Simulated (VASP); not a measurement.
An input for Ansatz (written as the equivalent of a VASP run, and not itself run):

Ansatz 0.2 input:
```yaml
crystal:
  lattice:
    - [0.0000000, 2.2209247, 2.2209247]
    - [2.2209247, 0.0000000, 2.2209247]
    - [2.2209247, 2.2209247, 0.0000000]
  atoms:
    - { symbol: Pb, position: [0.0000000, 0.0000000, 0.0000000] }
kpoints:
  mp_grid: { grid: [14, 14, 14] }
hamiltonian:
  xc: lda
  pseudopotentials: { kind: paw }
scf:
  occupations: { method: methfessel_paxton, width: 0.1 }
  max_iter: 100
relax:
  max_steps: 40
  f_tol: 0.02
  cell: { p_target: 45 }
output: { forces: true, stress: true, eigenvalues: true }
```

### Question
Translate this input to VASP (INCAR, KPOINTS, POSCAR, choice of POTCAR).

### Answer
One answer among several that fit: 
File POSCAR:
```
Pb
1
    0.0000000000     2.2209246854     2.2209246854
    2.2209246854     0.0000000000     2.2209246854
    2.2209246854     2.2209246854     0.0000000000
Pb
1
Direct
  0.0000000000   0.0000000000   0.0000000000
```

### KPOINTS
```
Automatic
0
Gamma
  14 14 14
```

INCAR:
```
# general
SYSTEM   =  Pb
PREC     =  Accurate
ENCUT    =  500
LREAL    =  .FALSE.
LASPH    =  .TRUE.

# electronic loop
EDIFF    =  1E-6
NELM     =  100
ALGO     =  Normal
LMAXMIX  =  4

# smearing
ISMEAR   =  1
SIGMA    =  0.1

# ions
IBRION   =  2
NSW      =  40
ISIF     =  3
EDIFFG   =  -0.02
PSTRESS  =  450

# output
LWAVE    =  .FALSE.
LCHARG   =  .FALSE.
```

POTCAR, in this order: Pb_d (LDA.64 set). Program: vasp_std.

Limits of the translation: each code has its own PAW files, so the cut-off isn't converted (ENCUT is set for VASP's; basis.ecutwfc is left out, and Ansatz then takes the one that its files recommend); Ansatz stops its SCF on the density residual and VASP on the energy change (EDIFF); Ansatz's lda is the Perdew-Wang form, while the LDA potentials of VASP carry Perdew-Zunger's.

The compound is Pb in the fcc structure. This run relaxes it under an external pressure of 45 GPa. Symmetry was kept, so distortions that lower it aren't found.
